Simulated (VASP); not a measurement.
# CuC23 (a cell with a defect) in VASP: notebook

Runs on CuC23 (a cell with a defect). Level: PBEsol+U. Tasks: relaxation of the atoms, single point.

All numbers are computed with VASP 6.6.1; they aren't measurements. Logs are shortened: lines on timing, memory, paths and dates and some standing lists are left out, and cuts for length are marked.

## 1. The crystal as given

The cell holds a defect, 24 atoms: a = 7.566 Å, b = 5.044 Å, c = 5.044 Å, α = 60.00°, β = 60.00°, γ = 60.00°.

## 2. Relaxation of the atoms, PBEsol+U, collinear spin, ferromagnetic start (atoms moved at random, drawn with an rms of 0.05 Å)

INCAR reads:

```
SYSTEM = CuC23
PREC = Accurate
ENCUT = 450
EDIFF = 1E-5
ISMEAR = 0
SIGMA = 0.03
LREAL = Auto
LASPH = .TRUE.
NELM = 120
ALGO = Normal
ISIF = 2
LWAVE = .FALSE.
LCHARG = .FALSE.
ISPIN = 2
MAGMOM = 1 0 0 0 0 0 0 0 0 0 0 0 0 0 0 0 0 0 0 0 0 0 0 0
LORBIT = 11
NUPDOWN = 1
LMAXMIX = 4
LDAU = .TRUE.
LDAUTYPE = 2
LDAUL = 2 -1
LDAUU = 5 0
LDAUJ = 0 0
LDAUPRINT = 1
GGA = PS
IBRION = 2
NSW = 60
EDIFFG = -0.03
ISYM = 0
KPAR = 4
```

KPOINTS reads:

```
regular mesh
0
G
  3 4 4
  0 0 0
```

POSCAR reads:

```
CuC23
1.0
    0.0000000000      5.3503200000      5.3503200000
    3.5668800000      0.0000000000      3.5668800000
    3.5668800000      3.5668800000      0.0000000000
Cu C
1 23
Direct
    0.0022390000      0.0060990000     -0.0057740000
    0.0046510000      0.0061960000      0.4908270000
   -0.0026480000      0.5056070000      0.0056790000
    0.0013460000      0.5020590000      0.4985970000
    0.3347010000     -0.0001980000      0.0072850000
    0.3330470000      0.0008260000      0.4979370000
    0.3361540000      0.4948030000      0.0028390000
    0.3318230000      0.5076630000      0.4881900000
    0.6612200000      0.0015890000      0.0030000000
    0.6628670000      0.0013150000      0.5003030000
    0.6687950000      0.5025040000      0.0078630000
    0.6660970000      0.4936970000      0.5048280000
    0.0909010000      0.1223080000      0.1268740000
    0.0890630000      0.1155600000      0.6268190000
    0.0862040000      0.6306590000      0.1151400000
    0.0803840000      0.6397710000      0.6221570000
    0.4190740000      0.1153460000      0.1229000000
    0.4184890000      0.1232280000      0.6255470000
    0.4133160000      0.6192890000      0.1374510000
    0.4202640000      0.6170300000      0.6313550000
    0.7418610000      0.1182640000      0.1332070000
    0.7495000000      0.1226470000      0.6369570000
    0.7467160000      0.6233480000      0.1232980000
    0.7479190000      0.6317900000      0.6251200000
```

Potentials or basis: VASP PAW PBE potentials, release 64 (Cu, C).

Started as:

```sh
> cat potpaw_PBE.64/Cu/POTCAR potpaw_PBE.64/C/POTCAR > POTCAR
> mpirun -np 4 vasp_std > vasp.out
```

OUTCAR:

```text
SYSTEM = CuC23
   PREC = Accurate
   ENCUT = 450
   EDIFF = 1E-5
   ISMEAR = 0
   LREAL = Auto
   LASPH = .TRUE.
   NELM = 120
   ISIF = 2
   ISPIN = 2
   LORBIT = 11
   NUPDOWN = 1
   GGA = PS
   IBRION = 2
   NSW = 60
   EDIFFG = -0.03
   ISYM = 0

 ion  position               nearest neighbor table
   1  0.002  0.006  0.994-  14 1.51  15 1.55  13 1.57  21 1.61
   2  0.005  0.006  0.491-  13 1.50  16 1.51  14 1.53  22 1.58
   3  0.997  0.506  0.006-  15 1.52  23 1.55  13 1.58  16 1.58
   4  0.001  0.502  0.499-  16 1.57  24 1.57  15 1.58  14 1.59
   5  0.335  1.000  0.007-  17 1.47  13 1.51  19 1.57  18 1.57
   6  0.333  0.001  0.498-  14 1.51  17 1.55  18 1.56  20 1.58
[... 16 lines left out ...]
  23  0.747  0.623  0.123-  11 1.45   3 1.55   9 1.56  12 1.57
  24  0.748  0.632  0.625-  10 1.52   4 1.57  12 1.57  11 1.58

IMPORTANT INFORMATION: All symmetrisations will be switched off!
NOSYMM: (Re-)initialisation of all symmetry stuff for point group C_1.

----------------------------------------------------------------------------------------

                                     Primitive cell

  volume of cell :     136.1403

  direct lattice vectors                    reciprocal lattice vectors
     0.000000000  5.350320000  5.350320000    -0.093452354  0.093452354  0.093452354
     3.566880000  0.000000000  3.566880000     0.140178531 -0.140178531  0.140178531
     3.566880000  3.566880000  0.000000000     0.140178531  0.140178531 -0.140178531

  length of vectors
     7.566495107  5.044330071  5.044330071     0.161864226  0.242796338  0.242796338

  position of ions in fractional coordinates (direct lattice)
     0.002239000  0.006099000  0.994226000
     0.004651000  0.006196000  0.490827000
     0.997352000  0.505607000  0.005679000
     0.001346000  0.502059000  0.498597000
     0.334701000  0.999802000  0.007285000
     0.333047000  0.000826000  0.497937000
[... 16 lines left out ...]
     0.746716000  0.623348000  0.123298000
     0.747919000  0.631790000  0.625120000

  ion indices of the primitive-cell ions
   primitive index   ion index
                 1           1
                 2           2
                 3           3
                 4           4
                 5           5
                 6           6
[... 16 lines left out ...]
                23          23
                24          24

----------------------------------------------------------------------------------------

 KPOINTS: regular mesh

Automatic generation of k-mesh.
 Grid dimensions read from file:
 generate k-points for:    3    4    4

 Generating k-lattice:

  Cartesian coordinates                     Fractional coordinates (reciprocal lattice)
    -0.031150785  0.031150785  0.031150785     0.333333333  0.000000000  0.000000000
     0.035044633 -0.035044633  0.035044633     0.000000000  0.250000000  0.000000000
     0.035044633  0.035044633 -0.035044633     0.000000000  0.000000000  0.250000000

  Length of vectors
     0.053954742  0.060699085  0.060699085

  Shift w.r.t. Gamma in fractional coordinates (k-lattice)
     0.000000000  0.000000000  0.000000000

 -----------------------------------------------------------------------------
|                                                                             |
|           W    W    AA    RRRRR   N    N  II  N    N   GGGG   !!!           |
|           W    W   A  A   R    R  NN   N  II  NN   N  G    G  !!!           |
|           W    W  A    A  R    R  N N  N  II  N N  N  G       !!!           |
|           W WW W  AAAAAA  RRRRR   N  N N  II  N  N N  G  GGG   !            |
|           WW  WW  A    A  R   R   N   NN  II  N   NN  G    G                |
|           W    W  A    A  R    R  N    N  II  N    N   GGGG   !!!           |
|                                                                             |
|     Your reciprocal lattice and k-lattice belong to different lattice       |
|     classes:                                                                |
[... 43 lines left out ...]
  o =  0.9284  v =  0.0000  0.0000  0.0000  0.0000  0.0000  0.4890 -0.7638  0.0160  0.4207 -0.0139      0.0000  0.0000  0.0000  0.0000  0.0000  0.0000  0.0000  0.0000  0.0000  0.0000
  o =  0.9426  v =  0.2926  0.5938  0.0168  0.7317 -0.1618  0.0000  0.0000  0.0000  0.0000  0.0000      0.0000  0.0000  0.0000  0.0000  0.0000  0.0000  0.0000  0.0000  0.0000  0.0000
  o =  0.9436  v =  0.8253  0.2039  0.1910 -0.4878  0.0547  0.0000  0.0000  0.0000  0.0000  0.0000      0.0000  0.0000  0.0000  0.0000  0.0000  0.0000  0.0000  0.0000  0.0000  0.0000
  o =  0.9654  v =  0.0000  0.0000  0.0000  0.0000  0.0000 -0.1212  0.0038  0.8355  0.1332  0.5192      0.0000  0.0000  0.0000  0.0000  0.0000  0.0000  0.0000  0.0000  0.0000  0.0000
  o =  0.9661  v =  0.0000  0.0000  0.0000  0.0000  0.0000  0.0874  0.0758 -0.5231  0.0839  0.8402      0.0000  0.0000  0.0000  0.0000  0.0000  0.0000  0.0000  0.0000  0.0000  0.0000
  o =  0.9675  v = -0.1382  0.0014  0.8297  0.1500  0.5196  0.0000  0.0000  0.0000  0.0000  0.0000      0.0000  0.0000  0.0000  0.0000  0.0000  0.0000  0.0000  0.0000  0.0000  0.0000
  o =  0.9682  v =  0.0829  0.1099 -0.5241  0.0748  0.8371  0.0000  0.0000  0.0000  0.0000  0.0000      0.0000  0.0000  0.0000  0.0000  0.0000  0.0000  0.0000  0.0000  0.0000  0.0000
  o =  0.9845  v = -0.4554  0.7706  0.0098 -0.4457 -0.0101  0.0000  0.0000  0.0000  0.0000  0.0000      0.0000  0.0000  0.0000  0.0000  0.0000  0.0000  0.0000  0.0000  0.0000  0.0000

--------------------------------------- Ionic step       20  -------------------------------------------

 number of electron     103.0000011 magnetization       1.0000000

 Free energy of the ion-electron system (eV)
  ---------------------------------------------------
  ext. energy  EPLUGINS =         0.00000000
  ---------------------------------------------------
  free energy    TOTEN  =      -215.45720846 eV

  energy without entropy =     -215.45433361  energy(sigma->0) =     -215.45577103

 E-fermi :  11.3287     XC(G=0): -13.6237

 val. band max:       11.6304175316   @ k =  -0.3333   0.5000   0.2500
 cond. band min:      11.3317710847   @ k =   0.3333  -0.2500   0.2500
 fundamental gap:     -0.2986464469
 Fermi energy:        11.6672332344

 spin component 1

 k-point     1 :       0.0000    0.0000    0.0000
  band No.  band energies     occupation
      1     -11.6135      1.00000
      2      -8.8241      1.00000
      3      -8.4129      1.00000
      4      -6.1359      1.00000
      5      -6.0398      1.00000
      6      -6.0246      1.00000
[... 3161 lines left out ...]
     62      17.8385      0.00000
     63      18.0654      0.00000

 [... further k-points ...]

 [bands above 63 left out]

------------------------ aborting loop because EDIFF is reached ----------------------------------------

  FORCE on cell =-STRESS in cart. coord.  units (eV):
  Direction    XX          YY          ZZ          XY          YZ          ZX
  --------------------------------------------------------------------------------------
  -------------------------------------------------------------------------------------
  Total       20.5110512     17.0298978     17.1758953     -4.0220501      2.6468580     -4.1216422
  in kB      241.3858174    200.4176078    202.1357894    -47.3337932     31.1497440    -48.5058499
  external PRESSURE =     214.6464049 kB  Pullay stress =       0.0000000 kB
[... 39 lines left out ...]
  FREE ENERGIE OF THE ION-ELECTRON SYSTEM (eV)
  ---------------------------------------------------
  free  energy   TOTEN  =      -215.4572084576 eV

  energy  without entropy=     -215.4543336105  energy(sigma->0) =     -215.45577103

 reached required accuracy - stopping structural energy minimisation

 total charge

# of ion       s       p       d       tot
------------------------------------------
    1        0.737   0.881   9.463  11.081
    2        0.832   1.765   0.000   2.598
    3        0.832   1.765   0.000   2.597
    4        0.829   1.747   0.000   2.577
    5        0.839   1.789   0.000   2.627
    6        0.831   1.759   0.000   2.590
[... 16 lines left out ...]
   23        0.827   1.741   0.000   2.568
   24        0.825   1.727   0.000   2.552
--------------------------------------------------
tot         19.953  41.334   9.463  70.750

 magnetization (x)

# of ion       s       p       d       tot
------------------------------------------
    1        0.005   0.145   0.116   0.265
    2       -0.000   0.003   0.000   0.002
    3       -0.000   0.003   0.000   0.002
    4       -0.000   0.003   0.000   0.002
    5        0.001   0.007   0.000   0.009
    6       -0.000   0.000   0.000   0.000
[... 16 lines left out ...]
   23        0.001   0.007   0.000   0.008
   24        0.001   0.007   0.000   0.008
--------------------------------------------------
tot          0.040   0.621   0.116   0.777
```

Run time: 30 min. Hardware: 4 MPI ranks of Intel Xeon Platinum 8488C (Sapphire Rapids), shared host; peak memory 0.47 GiB.

What came out:

| Property | Result |
| --- | --- |
| Free energy | -215.4572 eV |
| Energy gained by relaxing | 217.8 meV/atom |
| Ionic steps | 20 |
| Largest force after relaxing | 0.028 eV/Å |
| Net moment | 1.00 μB per cell |
| Site moments | Cu +0.27; C +0.00, +0.01, -0.00, +0.07, +0.09, +0.04, +0.02, +0.13 μB |
| Valence electrons inside the program's atomic spheres | Cu 11.08; C 2.60, 2.58, 2.63, 2.59, 2.62, 2.65, 2.57, 2.61, 2.67, 2.55 |

Forces on the atoms (eV/Å):
```
Cu  -0.010  0.008 -0.020
C    0.002 -0.006  0.013
C   -0.002 -0.010  0.009
C    0.016 -0.007  0.012
C   -0.014  0.010  0.006
C   -0.001  0.014  0.001
C   -0.017 -0.002  0.002
C    0.004 -0.011 -0.007
C    0.000  0.004 -0.007
C   -0.009  0.002 -0.004
C   -0.008  0.006  0.001
C   -0.011  0.002  0.006
C    0.003 -0.016  0.004
C    0.013  0.009  0.013
C    0.002  0.014 -0.002
C    0.015 -0.014 -0.004
C   -0.011  0.005 -0.010
C    0.012 -0.018 -0.001
C    0.012  0.018 -0.018
C    0.006  0.011 -0.001
C    0.000  0.001  0.005
C   -0.008 -0.007 -0.002
C   -0.011 -0.010 -0.001
C    0.016 -0.004  0.004
```

Step by step:
```tsv
step	energy change (eV)	largest force (eV/Å)	pressure (GPa)
1	0.0000	14.7899	31.83
2	5.5742	11.0610	33.96
3	-4.8395	2.8928	21.97
4	-4.8752	2.6145	22.06
5	-4.8785	2.5032	22.11
6	-4.8748	2.6233	22.43
7	-5.1567	0.8624	21.69
8	-5.2021	0.4369	21.57
9	-5.2052	0.3109	21.51
10	-5.2170	0.2172	21.44
11	-5.2176	0.1727	21.67
12	-5.2225	0.1656	21.44
13	-5.2227	0.1728	21.42
14	-5.2255	0.1212	21.49
15	-5.2255	0.1248	21.56
16	-5.2272	0.0652	21.47
17	-5.2273	0.0705	21.48
18	-5.2278	0.0638	21.51
19	-5.2279	0.0383	21.55
20	-5.2282	0.0283	21.46
```

Final structure:
```yaml
crystal:
  lattice:
    - [0.00000, 5.35032, 5.35032]
    - [3.56688, 0.00000, 3.56688]
    - [3.56688, 3.56688, 0.00000]
  atoms:
    - { symbol: Cu, position: [0.99492, 0.00186, 0.00171] }
    - { symbol: C, position: [0.99992, 0.99941, 0.50090] }
    - { symbol: C, position: [0.99994, 0.49939, 0.00119] }
    - { symbol: C, position: [0.00051, 0.49981, 0.50118] }
    - { symbol: C, position: [0.33207, 0.00303, 0.00408] }
    - { symbol: C, position: [0.33933, 0.99941, 0.49175] }
    - { symbol: C, position: [0.33918, 0.49119, 0.00042] }
    - { symbol: C, position: [0.33239, 0.50079, 0.50197] }
    - { symbol: C, position: [0.66871, 0.99882, 0.99993] }
    - { symbol: C, position: [0.65956, 0.00341, 0.50782] }
    - { symbol: C, position: [0.65953, 0.50657, 0.00474] }
    - { symbol: C, position: [0.66740, 0.49981, 0.50113] }
    - { symbol: C, position: [0.09579, 0.13975, 0.14136] }
    - { symbol: C, position: [0.10043, 0.13727, 0.57404] }
    - { symbol: C, position: [0.10013, 0.57387, 0.13840] }
    - { symbol: C, position: [0.08442, 0.62422, 0.62586] }
    - { symbol: C, position: [0.42864, 0.11705, 0.11772] }
    - { symbol: C, position: [0.41210, 0.12585, 0.63292] }
    - { symbol: C, position: [0.41206, 0.63195, 0.12694] }
    - { symbol: C, position: [0.41795, 0.62378, 0.62471] }
    - { symbol: C, position: [0.70960, 0.14754, 0.14893] }
    - { symbol: C, position: [0.75065, 0.12589, 0.62604] }
    - { symbol: C, position: [0.75060, 0.62476, 0.12729] }
    - { symbol: C, position: [0.74815, 0.62599, 0.62739] }
```

Eigenvalues of the final occupation matrices:
| site | spin | trace | eigenvalues |
| --- | --- | --- | --- |
| site 1 d | 1 | 4.81 | 0.94 0.94 0.97 0.97 0.98 |
| site 1 d | 2 | 4.69 | 0.91 0.92 0.93 0.97 0.97 |

Caveat: the k mesh is coarse (spacing up to 0.38 Å⁻¹), so the values aren't converged; the cutoff is under 1.25 times the usual one of these potentials, so pressure, stress and relaxed cells hold a basis-set (Pulay) error; the electronic state changed during the relaxation; the PAW data sets were made with another functional, which shifts forces and pressure a little; the total moment is fixed, so each spin has its own Fermi level; the U is typed as a test and isn't derived for this compound. The state reached can hang on the start; a lower one may exist.

## 3. Single point, PBEsol+U, collinear spin, ferromagnetic start

INCAR, as its differences from that of step 2:

```diff
@@ -16,3 +16,2 @@
 LORBIT = 11
-NUPDOWN = 1
 LMAXMIX = 4
@@ -25,5 +24,3 @@
 GGA = PS
-IBRION = 2
-NSW = 60
-EDIFFG = -0.03
+NBANDS = 74
 ISYM = 0
```

KPOINTS is that of step 2.

POSCAR reads:

```
CuC23                                   
1.0
    0.0000000000      5.3503200000      5.3503200000
    3.5668800000      0.0000000000      3.5668800000
    3.5668800000      3.5668800000      0.0000000000
  Cu              C             
     1    23
Direct
     0.9949242714843705    0.0018552399149004    0.0017051868224244
     0.9999228886377414    0.9994087501891579    0.5009007296710162
     0.9999363128920977    0.4993947472209307    0.0011921137297584
     0.0005105865182375    0.4998117615398687    0.5011762651012370
     0.3320663507054240    0.0030272287827146    0.0040771058767204
     0.3393253217773186    0.9994112491030266    0.4917505148981455
     0.3391754063299190    0.4911912291850208    0.0004224646731927
     0.3323901099535252    0.5007852748009283    0.5019749465567550
     0.6687115078349433    0.9988177938685130    0.9999333582468092
     0.6595638631095398    0.0034124144729191    0.5078190481543255
     0.6595328706981897    0.5065654267619537    0.0047361675119245
     0.6673954945895809    0.4998099637175260    0.5011256422392701
     0.0957863103319872    0.1397451584945944    0.1413617969440664
     0.1004325748691338    0.1372667535951074    0.5740354938407913
     0.1001306490818491    0.5738656746604466    0.1383993291868732
     0.0844240415945944    0.6242209426754920    0.6258551419486152
     0.4286418495228461    0.1170460317535808    0.1177224413130102
     0.4121017362134667    0.1258539765537014    0.6329203145733018
     0.4120568400336999    0.6319473278254282    0.1269383875823137
     0.4179502697704487    0.6237787111594342    0.6247109248485844
     0.7096038476524075    0.1475420253482694    0.1489322534669795
     0.7506469543057014    0.1258859586820027    0.6260353489657507
     0.7506036153061139    0.6247621153596421    0.1272880927659988
     0.7481493267868902    0.6259942443348595    0.6273859310821426
```

Potentials or basis: VASP PAW PBE potentials, release 64 (Cu, C).

Started as:

```sh
> cat potpaw_PBE.64/Cu/POTCAR potpaw_PBE.64/C/POTCAR > POTCAR
> mpirun -np 4 vasp_std > vasp.out
```

Wall time 5.9 min (4 MPI ranks of Intel Xeon Platinum 8488C (Sapphire Rapids), shared host); peak memory 0.46 GiB.

The run converged. Its results:

```
Free energy                                           : -215.5874 eV
Largest force                                         : 0.409 eV/Å
Band gap on the k mesh                                : none (metal or under the smearing width)
Net moment                                            : 0.01 μB per cell
Valence electrons inside the program's atomic spheres : Cu 11.08; C 2.60, 2.58, 2.63, 2.59, 2.62, 2.64, 2.57, 2.61, 2.68, 2.55
```

Forces on the atoms (eV/Å):
```
Cu   0.012 -0.140 -0.160
C    0.074  0.018 -0.198
C    0.071 -0.228  0.036
C    0.181 -0.033 -0.013
C    0.114 -0.112 -0.116
C   -0.013 -0.025  0.025
C   -0.030  0.021 -0.035
C   -0.025  0.001  0.005
C   -0.026 -0.064 -0.073
C   -0.038 -0.120 -0.019
C   -0.037 -0.009 -0.120
C   -0.025  0.026  0.030
C   -0.081  0.278  0.289
C   -0.196  0.130  0.220
C   -0.207  0.226  0.113
C   -0.020  0.013  0.023
C   -0.124  0.132  0.115
C    0.050 -0.013 -0.048
C    0.051 -0.031 -0.015
C   -0.003  0.002 -0.011
C    0.158  0.034  0.036
C    0.021 -0.015 -0.057
C    0.019 -0.064 -0.011
C    0.077 -0.027 -0.018
```

Levels at points of the mesh, in eV from the Fermi level:
Spin up:
```
           k point  band 50  band 51  band 52  band 53  band 54  band 55
(0.00, 0.00, 0.00)    -2.32     0.01     1.42     1.53     3.20     3.36
(0.00, 0.50, 0.00)    -3.24    -1.99    -0.03     0.79     3.33     3.74
(0.00, 0.00, 0.50)    -3.24    -1.99    -0.02     0.79     3.33     3.74
(0.00, 0.50, 0.50)    -3.25    -2.03     0.18     0.76     2.83     3.53
```
Spin down:
| k point | band 49 | band 50 | band 51 | band 52 | band 53 | band 54 | band 55 | band 56 |
| --- | --- | --- | --- | --- | --- | --- | --- | --- |
| (0.00, 0.00, 0.00) | -2.38 | -2.32 | 0.02 | 1.43 | 1.53 | 3.20 | 3.36 | 3.45 |
| (0.00, 0.50, 0.00) | -3.31 | -3.24 | -1.98 | -0.02 | 0.79 | 3.34 | 3.74 | 4.27 |
| (0.00, 0.00, 0.50) | -3.31 | -3.24 | -1.99 | -0.01 | 0.79 | 3.34 | 3.74 | 4.27 |
| (0.00, 0.50, 0.50) | -3.32 | -3.25 | -2.03 | 0.18 | 0.76 | 2.83 | 3.53 | 4.72 |

Eigenvalues of the final occupation matrices:
```csv
site,spin,trace,eigenvalues
site 1 d,1,4.75,0.92 0.92 0.97 0.97 0.97
site 1 d,2,4.75,0.92 0.92 0.97 0.97 0.97
```

Caveat: the k mesh is coarse (spacing up to 0.38 Å⁻¹), so the values aren't converged; the cutoff is under 1.25 times the usual one of these potentials, so pressure, stress and relaxed cells hold a basis-set (Pulay) error; the PAW data sets were made with another functional, which shifts forces and pressure a little; the U is typed as a test and isn't derived for this compound. The state reached can hang on the start; a lower one may exist.
